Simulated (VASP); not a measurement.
Computed with r2SCAN meta-GGA, VASP's PBE PAW potentials (set 64) (plane waves; VASP).

A VASP calculation is set up with these files.

**POSCAR**
```
PbIF
1
    4.2195530557     0.0000000000     0.0000000000
    0.0000000000     4.2195530557     0.0000000000
    0.0000000000    -0.0000000000     9.2644270934
Pb I F
2 2 2
Direct
  0.0000000000   0.5000000000   0.8439023799
  0.5000000000   0.0000000000   0.1560976201
  0.5000000000   1.0000000000   0.6732397927
  1.0000000000   0.5000000000   0.3267602073
  1.0000000000   0.0000000000   0.0000000000
  0.5000000000   0.5000000000   0.0000000000
```

### INCAR
```
# general
SYSTEM  = PbIF
PREC    = Accurate
ENCUT   = 520
LREAL   = .FALSE.
LASPH   = .TRUE.

# electronic loop
EDIFF   = 1E-6
NELM    = 100
ALGO    = Normal
LMAXMIX = 4
LMIXTAU = .TRUE.

# smearing
ISMEAR  = 0
SIGMA   = 0.05

# functional
METAGGA = R2SCAN

# ions
IBRION  = 2
NSW     = 60
ISIF    = 3
EDIFFG  = -0.02

# output
LWAVE   = .FALSE.
LCHARG  = .FALSE.
```

**KPOINTS**
```
Automatic mesh
0
Gamma
5 5 3
0 0 0
```

POTCAR, in this order: Pb_d I F (PBE.64 set). Program: vasp_std.

What VASP printed:

**OUTCAR**
```
 ion  position               nearest neighbor table
   1  0.000  0.500  0.844-   5 2.56   6 2.56   5 2.56   6 2.56   3 3.38   3 3.38   3 3.38   3 3.38
  LATTYP: Found a simple tetragonal cell.
 ALAT       =     4.2195530557
 C/A-ratio  =     2.1955944080
 Subroutine PRICEL returns:
 Original cell was already a primitive cell.
 Subroutine GETGRP returns: Found 16 space group operations
The static configuration has the point symmetry D_2d.
 The point group associated with its full space group is D_4h.
The dynamic configuration has the point symmetry D_2d.
 Subroutine INISYM returns: Found 16 space group operations
 Subroutine IBZKPT returns following result:
 Found     12 irreducible k-points:

 Following reciprocal coordinates:
            Coordinates               Weight
  0.000000  0.000000  0.000000      1.000000
  0.200000  0.000000  0.000000      4.000000
  0.400000  0.000000  0.000000      4.000000
  0.200000  0.200000  0.000000      4.000000
  0.400000  0.200000  0.000000      8.000000
  0.400000  0.400000  0.000000      4.000000
  0.000000  0.000000  0.333333      2.000000
  0.200000  0.000000  0.333333      8.000000
...
```

OSZICAR:
```
       N       E                     dE             d eps       ncg     rms          rms(c)
DAV:   1     0.459704103908E+03    0.45970E+03   -0.26104E+04   792   0.173E+03
DAV:   2    -0.100445980940E+03   -0.56015E+03   -0.54740E+03   837   0.454E+02
DAV:   3    -0.189692430384E+03   -0.89246E+02   -0.87499E+02  1095   0.193E+02
DAV:   4    -0.193632965233E+03   -0.39405E+01   -0.39289E+01   960   0.422E+01
DAV:   5    -0.193761495195E+03   -0.12853E+00   -0.12848E+00  1110   0.801E+00    0.791E+00
DAV:   6    -0.185064178769E+03    0.86973E+01   -0.73588E+00  1163   0.325E+01    0.392E+00
DAV:   7    -0.178630788753E+03    0.64334E+01   -0.20961E+00   818   0.101E+01    0.242E+00
DAV:   8    -0.182655160672E+03   -0.40244E+01   -0.16188E+00   804   0.954E+00    0.984E-01
DAV:   9    -0.177415573170E+03    0.52396E+01   -0.82764E-01   797   0.625E+00    0.713E-01
DAV:  10    -0.177837498111E+03   -0.42192E+00   -0.32897E-01   840   0.389E+00    0.356E-01
DAV:  11    -0.177588174112E+03    0.24932E+00   -0.10803E-01   889   0.239E+00    0.436E-01
DAV:  12    -0.177707912381E+03   -0.11974E+00   -0.59657E-02   883   0.146E+00    0.283E-01
DAV:  13    -0.177701253641E+03    0.66587E-02   -0.22071E-01   792   0.393E+00    0.449E-01
DAV:  14    -0.177715406904E+03   -0.14153E-01   -0.10057E-02  1103   0.817E-01    0.407E-01
DAV:  15    -0.177885157038E+03   -0.16975E+00   -0.76833E-02   800   0.223E+00    0.125E-01
DAV:  16    -0.177892457149E+03   -0.73001E-02   -0.14244E-02   973   0.926E-01    0.117E-01
DAV:  17    -0.177894287988E+03   -0.18308E-02   -0.39432E-03   998   0.558E-01    0.594E-02
DAV:  18    -0.177894909669E+03   -0.62168E-03   -0.92034E-04   825   0.223E-01    0.341E-02
DAV:  19    -0.177894935067E+03   -0.25397E-04   -0.25276E-04  1012   0.129E-01    0.146E-02
DAV:  20    -0.177895167538E+03   -0.23247E-03   -0.91149E-05   929   0.643E-02    0.678E-03
DAV:  21    -0.177895383681E+03   -0.21614E-03   -0.64709E-05   827   0.681E-02    0.528E-03
DAV:  22    -0.177895336875E+03    0.46807E-04   -0.18540E-05   809   0.346E-02    0.337E-03
DAV:  23    -0.177895392588E+03   -0.55713E-04   -0.29306E-05   808   0.468E-02    0.417E-03
DAV:  24    -0.177895393413E+03   -0.82539E-06   -0.20298E-06   752   0.984E-03
   1 F= -.17789539E+03 E0= -.17789539E+03  d E =-.177895E+03
```

OUTCAR:
```
------------------------ aborting loop because EDIFF is reached ----------------------------------------
  FORCE on cell =-STRESS in cart. coord.  units (eV):
  Direction    XX          YY          ZZ          XY          YZ          ZX
  --------------------------------------------------------------------------------------
  Total       -0.0027440     -0.0027440     -0.0009618      0.0000000      0.0000000      0.0000000
  in kB       -0.0266531     -0.0266531     -0.0093425      0.0000000      0.0000000      0.0000000
  external PRESSURE =      -0.0208829 kB  Pullay stress =       0.0000000 kB
  volume of cell :      164.95
      direct lattice vectors                 reciprocal lattice vectors
     4.219553056  0.000000000  0.000000000     0.236991925  0.000000000  0.000000000
     0.000000000  4.219553056  0.000000000     0.000000000  0.236991925  0.000000000
     0.000000000  0.000000000  9.264427093     0.000000000  0.000000000  0.107939756
 POSITION                                       TOTAL-FORCE (eV/Angst)
 -----------------------------------------------------------------------------------
      0.00000      2.10978      7.81827         0.000000      0.000000      0.006400
      2.10978      0.00000      1.44616         0.000000     -0.000000     -0.006400
      2.10978      0.00000      6.23718         0.000000     -0.000000      0.001926
      0.00000      2.10978      3.02725         0.000000      0.000000     -0.001926
      0.00000      0.00000      0.00000         0.000000     -0.000000      0.000000
      2.10978      2.10978      0.00000        -0.000000      0.000000      0.000000
 -----------------------------------------------------------------------------------
    total drift:                                0.000000     -0.000000      0.000000
  FREE ENERGIE OF THE ION-ELECTRON SYSTEM (eV)
  ---------------------------------------------------
  free  energy   TOTEN  =      -177.8953934130 eV

  energy  without entropy=     -177.8953934130  energy(sigma->0) =     -177.89539341

 reached required accuracy - stopping structural energy minimisation
```
(Selected blocks of OUTCAR.)

The structure comes from a computed database's PbIF entry (P4/nmm); how it stands against other phases isn't given here. It was relaxed first. The start is the result of an earlier pass.
